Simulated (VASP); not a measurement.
Given:

```
Hg2Y
1.0
    4.80153     0.00000     0.00000
   -2.40077     4.15825     0.00000
    0.00000     0.00000     3.43464
Y Hg
1 2
Cartesian
  0.00000   0.00000   0.00000
  0.00000   2.77217   1.71732
  2.40077   1.38608   1.71732
```

Level of theory: PBEsol GGA, VASP's PBE PAW potentials (set 64) (plane waves; VASP). Settings: 300 eV cut-off, 9×9×11 Γ-centred mesh, Fermi-Dirac smearing of 0.14 eV, potentials Y_sv Hg.

At this cut-off the stress carries a Pulay error, which pulls relaxed volumes low.

Give the stress tensor in GPa (positive for a compressed cell).

```
 1.36   0.00   0.00
 0.00   1.36   0.00
 0.00   0.00  -0.15
```
The pressure is its mean diagonal, 0.86 GPa.

The structure comes from a computed database's YHg2 entry (P6/mmm); how it stands against other phases isn't given here. The cell was not relaxed at this level. The electron count is odd and the run is not spin-polarised, which forces a metal.
